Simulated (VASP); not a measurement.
```yaml
crystal:
  lattice:
    - [0.00000, 2.35694, 2.35694]
    - [2.35694, 0.00000, 2.35694]
    - [2.35694, 2.35694, 0.00000]
  atoms:
    - { symbol: Zr, position: [0.00000, 0.00000, 0.00000] }
    - { symbol: C, position: [0.50000, 0.50000, 0.50000] }
```

All values below come from PW91 GGA, VASP's PBE PAW potentials (set 64) (plane waves; VASP). Numerical set-up: 520 eV cut-off, Gaussian smearing of 0.050 eV, potentials Zr_sv C.

Problem. What does the run give for the band gap (along the path) with the smallest direct gap where there is one?

Solution. 
```
Property                                                      Value
-------------------------  ----------------------------------------
band gap (along the path)  none (metal, semimetal or under 0.01 eV)
```

The absolute energy has meaning only against runs of the same code, potentials and settings.

The compound is ZrC in the rock salt structure. It was relaxed first.
